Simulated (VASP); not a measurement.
Data:

```
CELL_PARAMETERS angstrom
      0.00000     3.28672     3.28672
      3.28672     0.00000     3.28672
      3.28672     3.28672     0.00000
ATOMIC_POSITIONS crystal
  K  0.00000 0.00000 0.00000
  Br 0.50000 0.50000 0.50000
```

Calculation: optB86b-vdW, VASP's PBE PAW potentials (set 64) (plane waves; VASP). Numerical set-up: 520 eV cut-off, 8×8×8 Γ-centred mesh, tetrahedra with Blöchl corrections, potentials K_sv Br.

Q: The job: KBr (rock salt), 2 atoms, optB86b-vdW, static run, 520 eV, 8×8×8 Γ-centred mesh. Roughly how much core time does it take on a busy server core?

A: About 90 core-seconds (one run on a shared machine, a rough figure). It had 29 irreducible k-points, 12 bands, up to 1926 plane waves and 13 electronic steps.

The compound is KBr in the rock salt structure. It was relaxed first.
